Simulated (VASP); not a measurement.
Consider the following.

```
AlN
1.0
    3.10585     0.00000     0.00000
   -1.55293     2.68975     0.00000
    0.00000     0.00000     4.97418
Al N
2 2
Cartesian
  0.00000   1.79317   0.00000
  1.55293   0.89658   2.48709
  0.00000   1.79317   1.90014
  1.55293   0.89658   4.38723
```

Computed with r2SCAN meta-GGA, VASP's PBE PAW potentials (set 64) (plane waves; VASP). Run with PREC = Normal, EDIFF = 1E-5, 450 eV cut-off, 11×11×6 Γ-centred mesh, Gaussian smearing of 0.050 eV, potentials Al N.

At this cut-off the stress carries a Pulay error, which pulls relaxed volumes low.

Task: Predict the energy per atom (σ→0), pressure.

Result: 
| Property | Value |
|---|---|
| energy per atom (σ→0) | -9613 meV/atom |
| pressure | -12.2 kbar |

The absolute energy has meaning only against runs of the same code, potentials and settings.

The compound is AlN in the wurtzite structure. It was relaxed first.
